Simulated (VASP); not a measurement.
These are PBEsol GGA, VASP's PBE PAW potentials (set 64) (plane waves; VASP) values and carry that method's errors.

VASP input:

KPOINTS:
```
k-points along high-symmetry lines
12
Line-mode
Reciprocal
  0.000000   0.000000   0.000000 ! GAMMA
 -0.500000  -0.500000  -0.500000 ! T

 -0.500000  -0.500000  -0.500000 ! T
 -0.500000  -0.180046  -0.819954 ! H_2

 -0.180046   0.180046  -0.500000 ! H_0
  0.000000   0.000000  -0.500000 ! L

  0.000000   0.000000  -0.500000 ! L
  0.000000   0.000000   0.000000 ! GAMMA

  0.000000   0.000000   0.000000 ! GAMMA
  0.000000   0.340023  -0.340023 ! S_0

 -0.340023   0.000000  -0.659977 ! S_2
 -0.500000   0.000000  -0.500000 ! F

 -0.500000   0.000000  -0.500000 ! F
  0.000000   0.000000   0.000000 ! GAMMA
```

INCAR:
```
ENCUT  =  400
LWAVE  =  F
LMAXMIX  =  6   # l cut-off of mixed one-centre charges
LREAL  =  F   # projection in real space or not
NELM  =  100
GGA  =  PS   # PBEsol
ALGO  =  Normal   # blocked Davidson
EDIFF  =  1E-7   # SCF stop (eV)
ICHARG  =  11   # fixed density
LORBIT  =  11   # lm-projected
LCHARG  =  F
PREC  =  Accurate
SYSTEM  =  WS2
LASPH  =  T
SIGMA  =  0.05   # width (eV)
ISMEAR  =  0
```

**POSCAR**
```
WS2
1.0
  1.5737481054   0.9086041085   6.5047661231
 -1.5737481054   0.9086041085   6.5047661231
  0.0000000000  -1.8172082171   6.5047661231
W S
1 2
direct
  0.0006762686   0.0006762686   0.0006762686
  0.4143293983   0.4143293983   0.4143293983
  0.2536973331   0.2536973331   0.2536973331
```

POTCAR, in this order: W_sv S (PBE.64 set). Program: vasp_std. Read from the step before: CHGCAR.

What VASP printed:

OUTCAR:
```
 ion  position               nearest neighbor table
   1  0.001  0.001  0.001-   3 2.40   3 2.40   3 2.40   2 2.40   2 2.40   2 2.40
   2  0.414  0.414  0.414-   1 2.40   1 2.40   1 2.40
   3  0.254  0.254  0.254-   1 2.40   1 2.40   1 2.40
  LATTYP: Found a trigonal (rhomboedric) cell.
 ALAT       =     6.7538305310
 COS(alpha) =     0.8914073909
 Subroutine PRICEL returns:
 Original cell was already a primitive cell.
 Subroutine GETGRP returns: Found  6 space group operations
The static configuration has the point symmetry C_3v.
The dynamic configuration has the point symmetry C_3v.
 Subroutine INISYM returns: Found  6 space group operations
   k-points           NKPTS =     84   k-points in BZ     NKDIM =     84   number of bands    NBANDS=     17
   number of dos      NEDOS =    301   number of ions     NIONS =      3
   total plane-waves  NPLWV = 110592
   dimension x,y,z NGX =    48 NGY =   48 NGZ =   48
   dimension x,y,z NGXF=    96 NGYF=   96 NGZF=   96
   ions per type =               1   2
   PREC   = accura    normal or accurate (medium, high low for compatibility)
   ISTART =      0    job   : 0-new  1-cont  2-samecut
   ICHARG =     11    charge: 1-file 2-atom 10-const
   ISPIN  =      1    spin polarized calculation?
   LNONCOLLINEAR =      F non collinear calculations
   LSORBIT =      F    spin-orbit coupling
...
```

### OSZICAR
```
       N       E                     dE             d eps       ncg     rms          rms(c)
DAV:   1     0.174121964542E+03    0.17412E+03   -0.11708E+04  2872   0.127E+03
DAV:   2    -0.162964392078E+02   -0.19042E+03   -0.18696E+03  3606   0.341E+02
DAV:   3    -0.236497727304E+02   -0.73533E+01   -0.73045E+01  3628   0.657E+01
DAV:   4    -0.237739485686E+02   -0.12418E+00   -0.12370E+00  3573   0.874E+00
DAV:   5    -0.237763439758E+02   -0.23954E-02   -0.23941E-02  3686   0.127E+00
DAV:   6    -0.237764166796E+02   -0.72704E-04   -0.72701E-04  3795   0.218E-01
DAV:   7    -0.237764197514E+02   -0.30718E-05   -0.30718E-05  3689   0.420E-02
DAV:   8    -0.237764199123E+02   -0.16086E-06   -0.16081E-06  3817   0.940E-03
DAV:   9    -0.237764199202E+02   -0.79121E-08   -0.79260E-08  2974   0.210E-03
   1 F= -.23776420E+02 E0= -.23776420E+02  d E =-.270277E-17
```

### OUTCAR
```
 val. band max:        6.5867543748   @ k =  -0.5000  -0.5000  -0.5000

 cond. band min:       7.8589550925   @ k =   0.0000   0.1855  -0.1855



 k-point     1 :       0.0000    0.0000    0.0000
  band No.  band energies     occupation
      1     -67.7596      2.00000
      2     -32.0366      2.00000
      3     -31.8424      2.00000
      4     -31.8424      2.00000
      5      -8.7995      2.00000
      6      -6.9409      2.00000
      7      -0.7121      2.00000
      8       3.3011      2.00000
      9       3.3011      2.00000
     10       4.5692      2.00000
     11       4.5692      2.00000
     12       4.8445      2.00000
     13       5.5772      2.00000
     14       9.1057      0.00000
     15       9.1057      0.00000
     16       9.3404      0.00000
     17       9.3404      0.00000

 k-point     2 :      -0.0455   -0.0455   -0.0455
  band No.  band energies     occupation
      1     -67.7596      2.00000
      2     -32.0366      2.00000
      3     -31.8424      2.00000
      4     -31.8424      2.00000
      5      -8.7974      2.00000
      6      -6.9454      2.00000
      7      -0.7009      2.00000
      8       3.3009      2.00000
      9       3.3009      2.00000
     10       4.5695      2.00000
     11       4.5695      2.00000
     12       4.7752      2.00000
     13       5.6354      2.00000
     14       9.1065      0.00000
     15       9.1065      0.00000
     16       9.3392      0.00000
     17       9.3392      0.00000

 k-point     3 :      -0.0909   -0.0909   -0.0909
  band No.  band energies     occupation
      1     -67.7596      2.00000
      2     -32.0366      2.00000
      3     -31.8424      2.00000
      4     -31.8424      2.00000
      5      -8.7913      2.00000
      6      -6.9586      2.00000
      7      -0.6679      2.00000
      8       3.3005      2.00000
      9       3.3005      2.00000
     10       4.5703      2.00000
     11       4.5703      2.00000
     12       4.6111      2.00000
...
```

The density is held fixed in this step, so its total energy and stress have no physical meaning. Without a dispersion term in the relaxation, distances and binding between the weakly bound layers, chains or molecules are unreliable, and so is what depends on them. Unless said otherwise, spin-orbit coupling is left out, though it shifts the bands of the heavy elements here.

The structure comes from a computed database's WS2 entry (R3m); how it stands against other phases isn't given here. It was relaxed first.
